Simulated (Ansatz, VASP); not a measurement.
# Cross-check of ScBr3 (ScBr3 (P6_3/mmc)) between VASP and Ansatz, part 2 of 2

Aim: how closely do two programs agree when they are given the same cell, functional and k mesh? The cell is taken from a series of runs on this material, whose earlier steps may have relaxed, scaled, displaced or heated it; both programs get it as it stands.

VASP 6.6.1 and Ansatz 0.2.0.

So far: Set-up; VASP: relaxation of cell and atoms, PBEsol.

### Step 3. Ansatz: relaxation of cell and atoms, PBEsol

Level of this step: Ansatz beside VASP: Kohn-Sham DFT, plane waves, PBEsol (Ansatz).

Ansatz runs on its default PAW (the set named soft_2) files.

The same cell, functional, mesh and smearing now go to Ansatz.

input.yaml reads:

```yaml
crystal:
  lattice:
    - [9.9186989, 0.0, 0.0]
    - [-4.9593494, 8.5898452, 0.0]
    - [0.0, 0.0, 3.5242918]
  atoms:
    - { symbol: Sc, position: [0.33333333, 0.66666667, 0.75] }
    - { symbol: Sc, position: [0.66666667, 0.33333333, 0.25] }
    - { symbol: Br, position: [0.21593973, 0.43187946, 0.25] }
    - { symbol: Br, position: [0.56812054, 0.78406027, 0.25] }
    - { symbol: Br, position: [0.21593973, 0.78406027, 0.25] }
    - { symbol: Br, position: [0.78406027, 0.56812054, 0.75] }
    - { symbol: Br, position: [0.43187946, 0.21593973, 0.75] }
    - { symbol: Br, position: [0.78406027, 0.21593973, 0.75] }
basis:
  ecutwfc: 420
  xc_grid: 2
hamiltonian:
  xc: pbesol
kpoints:
  mp_grid: { grid: [3, 3, 8] }
scf:
  occupations: { method: fermi_dirac, width: 0.01 }
  max_iter: 150
output:
  forces: true
  stress: true
relax:
  f_tol: 0.01
  max_steps: 60
  cell: {}
checkpoint:
  write: "../pbesol.run"
  compress: false
  write_wavefunctions: false
  write_every: 100000
```

On the command line:

```
> ansatz run input.yaml --threads 1 --pin off --max-ram 2355MiB --backend cpu --events-out ev --progress --plain --runs-dir out
```

Numbers of over 12 decimals in the logs are rounded to 6 here.

The log of the run:

```text
Engine: ansatz 0.2.0, aarch64-unknown-linux-gnu
Pseudopotentials: kind: paw
Pseudopotential: Sc, paw, valence charge 11, recommended cutoff 420 eV (normal), Sc.paw.azcp
Pseudopotential: Br, paw, valence charge 7, recommended cutoff 420 eV (normal), Br.paw.azcp
Functional definition: PBEsol
  exchange = pbesol_x
  correlation = pbesol_c
Crystal: 8 atoms, lattice volume = 300.270 Å³
Basis set: ecut = 420 eV, 5867 PW (Γ), exchange–correlation on 144×144×48 points (8 copies of the dense FFT grid, shifted against one another)
Bands: 40, of which v1, the nominal top of the filled ones, is band 32 counted from 1 (31 counted from 0)
Symmetry: 24 space group operations
Space group: P63/mmc (ITA 194), of the structure as read, at distance tolerance 6.7e-5 Å
k-points: 15 of 72
Non-local potential: Sc, projectors of the file, l = 0: 3, l = 1: 2, l = 2: 3, l = 3: 1
Non-local potential: Br, projectors of the file, l = 0: 2, l = 1: 2, l = 2: 2
PAW form: soft (Blöchl's): semilocal exchange-correlation on the pseudo side does not see the compensation charge
PAW frozen core: Sc, regenerated for the run's functional, and the local potential with it (the file was generated under x = pbe(κ = 0.804, μ = 0.219515), c = pbe(β = 0.066725))
PAW frozen core: Br, regenerated for the run's functional, and the local potential with it (the file was generated under x = pbe(κ = 0.804, μ = 0.219515), c = pbe(β = 0.066725))
PAW one-centre angular grid: Sc, 590 points (default); XC on 64 Gauss nodes
PAW one-centre angular grid: Br, 110 points (default); XC on 64 Gauss nodes
Initial density: superposition of atomic densities (neutral atoms: chi_scale 0, normalization atom), corrected by the library's trained network
Initial wavefunctions: pseudopotential atomic-orbital guess
Functional: x = pbesol(κ = 0.804, μ = 0.123457), c = pbesol(β = 0.046)
SCF iter   1: F=—  HF=-20654.764566 eV  |F-HF|=—  |Δ(HF+E_count)|=         —  Δρ=2.67e-3  dr2=3.34e-2  ethr=1.77e-3  ⟨swp⟩=8.1  Hψ=2688  notcnv=0
preconditioner: auto → Resta (q_TF=auto, 2.109 Å⁻¹)  ε∞=4.5  [insulator: Δε(μ)=2.064 eV  Ē_g=7.991 eV  σ=0.010 eV  W_gap=1.00  n_scr=44 (ndim 8)  ℏωp=14.8 eV  f_vac=0.199  D(μ)=0.00/eV (n_scr^D=0)  ε∞_Penn≈4.5  vacuum switching on, ρ_ref=4.6e-3 e/Å³]
SCF iter   2: F=—  HF=-20654.764047 eV  |F-HF|=—  |Δ(HF+E_count)|=   5.19e-4  Δρ=1.35e-3  dr2=5.18e-3  ethr=5.22e-5  ⟨swp⟩=2.8  Hψ=1052  notcnv=0  defer=36
SCF iter   3: F=—  HF=-20654.765282 eV  |F-HF|=—  |Δ(HF+E_count)|=   1.24e-3  Δρ=5.57e-4  dr2=1.88e-3  ethr=8.10e-6  ⟨swp⟩=2.7  Hψ=1145  notcnv=0  defer=36
SCF iter   4: F=—  HF=-20654.765423 eV  |F-HF|=—  |Δ(HF+E_count)|=   1.40e-4  Δρ=1.53e-4  dr2=1.43e-4  ethr=2.93e-6  ⟨swp⟩=2.1  Hψ=904  notcnv=0  defer=36
SCF iter   5: F=—  HF=-20654.765510 eV  |F-HF|=—  |Δ(HF+E_count)|=   8.73e-5  Δρ=4.94e-5  dr2=1.83e-5  ethr=2.23e-7  ⟨swp⟩=2.0  Hψ=811  notcnv=0  defer=36
SCF iter   6: F=—  HF=-20654.765437 eV  |F-HF|=—  |Δ(HF+E_count)|=   7.31e-5  Δρ=1.71e-5  dr2=1.80e-6  ethr=2.86e-8  ⟨swp⟩=2.0  Hψ=834  notcnv=0  defer=36
SCF iter   7: F=—  HF=-20654.765439 eV  |F-HF|=—  |Δ(HF+E_count)|=   2.42e-6  Δρ=4.58e-6  dr2=1.08e-7  ethr=2.81e-9  ⟨swp⟩=2.0  Hψ=838  notcnv=0  defer=36
SCF iter   8: F=-20654.765439 eV  HF=-20654.765439 eV  |F-HF|=6.84e-9  |Δ(HF+E_count)|=   1.01e-7  Δρ=1.12e-6  dr2=6.62e-9  ethr=1.56e-10  ⟨swp⟩=5.0  Hψ=2114  notcnv=0
SCF 1 converged in 8 iterations: F = -20654.765439 eV  dr2 = 6.62e-9
  greatest PAW one-centre occupation: 0.998 electrons in one spin orbital (limit 2), on the Sc atom at site 1 (counted from 0), in its partial waves of l = 0
relax step   1: F+E_penalty+E_count = -20654.76543931 eV  Δ(F+E_penalty+E_count) = +0.000e0 eV  max|allowed force component| = 2.310e-1 eV/Å  Δτ_max = 0.0000 Å  P = -1.026 GPa  Ω = 300.270 Å³  (8 SCF iters, dr2 threshold 1.00e-7 eV, accepted)
[...]
relax step   5: F+E_penalty+E_count = -20654.80284027 eV  Δ(F+E_penalty+E_count) = -4.344e-4 eV  max|allowed force component| = 5.396e-3 eV/Å  Δτ_max = 0.0004 Å  P = +0.026 GPa  Ω = 299.651 Å³  energy of the carried Pulay correction = +4.518e-5 eV  (5 SCF iters, dr2 threshold 3.12e-8 eV, accepted)
[...]
relax step   6: F+E_penalty+E_count = -20654.80310203 eV  Δ(F+E_penalty+E_count) = -2.618e-4 eV  max|allowed force component| = 1.551e-3 eV/Å  Δτ_max = 0.0080 Å  P = +0.007 GPa  Ω = 302.288 Å³  energy of the carried Pulay correction = -1.467e-4 eV  (7 SCF iters, dr2 threshold 6.42e-9 eV, accepted)
[...]
relax step   7: F+E_penalty+E_count = -20654.80306736 eV  Δ(F+E_penalty+E_count) = +3.467e-5 eV  max|allowed force component| = 6.462e-4 eV/Å  Δτ_max = 0.0076 Å  P = +0.003 GPa  Ω = 304.610 Å³  energy of the carried Pulay correction = -3.142e-4 eV  (8 SCF iters, accepted)
[...]
relax step   8: F+E_penalty+E_count = -20654.80333865 eV  Δ(F+E_penalty+E_count) = -2.713e-4 eV  max|allowed force component| = 6.545e-4 eV/Å  Δτ_max = 0.0000 Å  P = +0.002 GPa  Ω = 304.610 Å³  stress off target by 7.94e-3 GPa  SCF on the basis re-selected at this cell (its energy is not comparable with the rows above)  (5 SCF iters)
basis re-selected at this cell: Δ(F+E_penalty+E_count) = -2.713e-4 eV, ΔP = -0.001 GPa vs the last step (what re-selecting the basis moved, of the pressure what is left beyond the Pulay correction that the steps carried, after the strain that the cell walked since its last selection, with what the two solves' SCF thresholds leave and, on support functions, any second-order correction that the steps lacked; it is no m [...]
SCF converged after 5 iterations
Free energy (F): -20654.803339 eV
Harris-Foulkes:  -20654.803339 eV  (|F-HF|=3.64e-11)
Internal energy: -20654.803339 eV  (E = F + TS)
E sigma→0 (E₀):  -20654.803339 eV
Fermi energy:    1.852363 eV
--- Per-component energies (eV) ---
  E_band       = -691.357136
  E_kinetic    = 1323.846877
  E_local      = -5704.023838  (includes V_loc(G=0)·N_el)
  E_nonlocal   = 586.961382
  E_hartree    = 2141.671231
  E_xc         = -1777.683232
  E_vxc        = -882.289827  (∫ρ·V_xc dr)
  E_paw        = -15079.550689  (= ΣΔE_a)
  E_vpaw       = -299.194249  (= ΣTr[D̂ρ^β])
  E_aug_tail   = 0.000018  (compensation charges beyond the density's cutoff)
  E_ewald      = -2146.836758
  E_core_change = 0.811672  (= ΣΔE_core)
  E_smearing   = -0.000000  (= −TS)
  E_closure    = -0.000000  (closes the sum)
  Σ components = -20654.803339   (vs F -20654.803339, Δ=0.00e0)
--- Forces (eV/Å), atoms counted from 1 ---
  atom   1  Sc     0.00000000     0.00000000     0.00000000
  atom   2  Sc     0.00000000    -0.00000000     0.00000000
  atom   3  Br     0.00000000     0.00065446     0.00000000
  atom   4  Br    -0.00056678    -0.00032723     0.00000000
  atom   5  Br     0.00056678    -0.00032723     0.00000000
  atom   6  Br    -0.00000000    -0.00065446     0.00000000
  atom   7  Br     0.00056678     0.00032723     0.00000000
  atom   8  Br    -0.00056678     0.00032723     0.00000000
  max |Σ_I F_I| component: 5.96e-19 eV/Å
--- Stress (GPa, compression-positive) ---
       -0.000819       0.000000       0.000000
        0.000000      -0.000819       0.000000
        0.000000       0.000000       0.007940
  P = ⅓ Tr σ = 0.0021 GPa (0.021 kbar)
--- Relaxed structure (7 steps of the walk, 7 accepted, 1 SCFs on fresh bases) ---
  F+E_penalty+E_count = -20654.80333865 eV   max|allowed force component| = 6.545e-4 eV/Å   (the final SCF, on the basis selected at the relaxed cell)
  cell:  # Å, volume = 304.6097 Å³
    - [10.069550, -2.9306551632015643e-8, 0.0]
    - [-5.034775, 8.720486, 0.0]
    - [0.0, 0.0, 3.468910]
  atoms:
    - { symbol: Sc, position: [0.333333, 0.666667, 0.750000] }
    - { symbol: Sc, position: [0.666667, 0.333333, 0.25] }
    - { symbol: Br, position: [0.218552, 0.437103, 0.25] }
    - { symbol: Br, position: [0.562897, 0.781448, 0.25] }
    - { symbol: Br, position: [0.218552, 0.781448, 0.25] }
    - { symbol: Br, position: [0.781448, 0.562897, 0.750000] }
    - { symbol: Br, position: [0.437103, 0.218552, 0.750000] }
    - { symbol: Br, position: [0.781448, 0.218552, 0.750000] }
```

Reading the cycles: dr2 is the Hartree energy of the density residual (eV), the measure of convergence; HF is the Harris–Foulkes estimate of the energy, which meets the free energy F at convergence.

### Step 4. Side by side

Known differences besides the potentials themselves: the cutoff is 420 eV in Ansatz and 500 eV in VASP; Ansatz makes its cores anew for this functional, VASP keeps those of its PBE data sets; Ansatz adds a Pulay correction to the stress that steers its cell, VASP none. Total energies have different zeros and are not compared.

Both answers:

| quantity | Ansatz | VASP | difference |
| --- | --- | --- | --- |
| volume (Å³) | 304.61 | 298.01 | +2.22 % |
| edge a after relaxation, in the typed setting (Å) | 10.069 | 9.955 | +1.15 % |
| edge c after relaxation, in the typed setting (Å) | 3.469 | 3.472 | -0.10 % |

### Step 5. Results

- difference in volume (relaxation of cell and atoms, PBEsol): 2.2 %

**Reading.** The difference in volume is 2.2 % (relaxation of cell and atoms, PBEsol), beyond the 1.2 % picked in this series as the mark of a large difference, as far as the stopping tolerances let one tell. What causes the difference of the relaxation of cell and atoms, PBEsol pair stays open here. How closely two codes agree says nothing of how well the functional describes the real material.

[Lines on the potential files, build, host, timing and source positions are cut from VASP's logs without a mark.]

[Logs are printed without paths, hosts, clocks, repeated set-up lines and the standing remarks that a program may print on its own settings, such as how far it seeks lower states.]

[Hosts, paths, dates, database ids (printed as entryN), source tags and the programs' standing remarks are cut or masked in the printed files.]
